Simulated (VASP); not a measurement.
Computed with PBEsol GGA, VASP's PBE PAW potentials (set 64) (plane waves; VASP).

Input for VASP

### POSCAR
```
Al2Au2
1
   -0.0000000000     2.1536642851     2.1536642851
    2.1536642851    -0.0000000000     2.1536642851
    7.6807221255     7.6807221255     0.9339350148
Au Al
2 2
Direct
  0.0197671360   0.0197671360   0.9851746480
  0.9802328640   0.9802328640   0.2648253520
  0.0069945720   0.0069945720   0.4947540710
  0.9930054280   0.9930054280   0.7552459290
```

### INCAR
```
# general
SYSTEM   =  Al2Au2
PREC     =  Accurate
ENCUT    =  400   # plane-wave cut-off (eV)
LREAL    =  .False.   # projection in real space or not
LASPH    =  .True.

# electronic loop
EDIFF    =  1E-7   # SCF stop (eV)
NELM     =  100
ALGO     =  Normal   # blocked Davidson
LMAXMIX  =  6

# smearing
ISMEAR   =  -5   # tetrahedra, Bloechl

# functional
GGA      =  PS

# ions
ISIF     =  2   # forces and stress, cell fixed

# output
LWAVE    =  .False.
LCHARG   =  .True.
LORBIT   =  11   # lm-projected
NEDOS    =  601   # DOS grid

# other
LEFG     =  .True.
```

File KPOINTS:
```
Automatic mesh
0
Gamma
14 14 4
0 0 0
```

POTCAR, in this order: Au Al (PBE.64 set). Program: vasp_std.

Output

OSZICAR:
```
       N       E                     dE             d eps       ncg     rms          rms(c)
DAV:   1     0.104550262142E+03    0.10455E+03   -0.11241E+04  7560   0.112E+03
DAV:   2    -0.154426077499E+02   -0.11999E+03   -0.11580E+03  8446   0.228E+02
DAV:   3    -0.192919479075E+02   -0.38493E+01   -0.37888E+01  9022   0.375E+01
DAV:   4    -0.193311916595E+02   -0.39244E-01   -0.38946E-01  8390   0.390E+00
DAV:   5    -0.193316611937E+02   -0.46953E-03   -0.46544E-03  8424   0.458E-01    0.125E+01
DAV:   6    -0.172566016326E+02    0.20751E+01   -0.22951E+01  7830   0.362E+01    0.102E+01
DAV:   7    -0.168904655396E+02    0.36614E+00   -0.20402E+00  7584   0.106E+01    0.515E+00
DAV:   8    -0.168525761787E+02    0.37889E-01   -0.28112E-01  8074   0.305E+00    0.898E-01
DAV:   9    -0.168422889716E+02    0.10287E-01   -0.87772E-02  7950   0.218E+00    0.204E-01
DAV:  10    -0.168419767760E+02    0.31220E-03   -0.29379E-03  7924   0.417E-01    0.832E-02
DAV:  11    -0.168420308811E+02   -0.54105E-04   -0.10427E-04  8328   0.603E-02    0.511E-02
DAV:  12    -0.168420654867E+02   -0.34606E-04   -0.18540E-05  8024   0.269E-02    0.128E-02
DAV:  13    -0.168420466713E+02    0.18815E-04   -0.43115E-06  7740   0.127E-02    0.591E-03
DAV:  14    -0.168420444688E+02    0.22025E-05   -0.28373E-07  7800   0.361E-03    0.219E-03
DAV:  15    -0.168420454827E+02   -0.10139E-05   -0.32286E-08  4072   0.109E-03    0.805E-04
DAV:  16    -0.168420456898E+02   -0.20710E-06   -0.99701E-09  3944   0.660E-04    0.145E-04
DAV:  17    -0.168420456244E+02    0.65441E-07   -0.10262E-09  3890   0.241E-04
   1 F= -.16842046E+02 E0= -.16842046E+02  d E =0.000000E+00
```

OUTCAR:
```
------------------------ aborting loop because EDIFF is reached ----------------------------------------
  FORCE on cell =-STRESS in cart. coord.  units (eV):
  Direction    XX          YY          ZZ          XY          YZ          ZX
  --------------------------------------------------------------------------------------
  Total       -0.0112959     -0.0112959     -0.0112959      0.2699828     -0.2699828     -0.2699828
  in kB       -0.2704487     -0.2704487     -0.2704487      6.4639689     -6.4639689     -6.4639689
  external PRESSURE =      -0.2704487 kB  Pullay stress =       0.0000000 kB
  volume of cell :       66.92
      direct lattice vectors                 reciprocal lattice vectors
     0.000000000  2.153664285  2.153664285    -0.247191018  0.217133903  0.247191018
     2.153664285  0.000000000  2.153664285     0.217133903 -0.247191018  0.247191018
     7.680722125  7.680722125  0.933935015     0.069312033  0.069312033 -0.069312033
 POSITION                                       TOTAL-FORCE (eV/Angst)
 -----------------------------------------------------------------------------------
      7.60942      7.60942      1.00523         0.002106      0.002106     -0.002106
      4.14514      4.14514      4.46951        -0.002106     -0.002106      0.002106
      3.81513      3.81513      0.49220         0.037010      0.037010     -0.037010
      7.93943      7.93943      4.98255        -0.037010     -0.037010      0.037010
 -----------------------------------------------------------------------------------
    total drift:                               -0.000000     -0.000000     -0.000000
  FREE ENERGIE OF THE ION-ELECTRON SYSTEM (eV)
  ---------------------------------------------------
  free  energy   TOTEN  =       -16.8420456244 eV

  energy  without entropy=      -16.8420456244  energy(sigma->0) =      -16.84204562

 total charge

# of ion       s       p       d       tot
------------------------------------------
    1        0.625   0.406   8.700   9.731
    2        0.625   0.406   8.700   9.731
    3        0.411   0.349   0.000   0.760
    4        0.411   0.349   0.000   0.760
--------------------------------------------------
tot          2.073   1.510  17.399  20.982
```
(Selected blocks of OUTCAR.)

For a metal the tetrahedron method with Blöchl corrections gives inexact stress and forces.

The structure was generated: Al2Au2 was put into an ordered model structure (R-3m), which need not be its known phase. It was relaxed first.
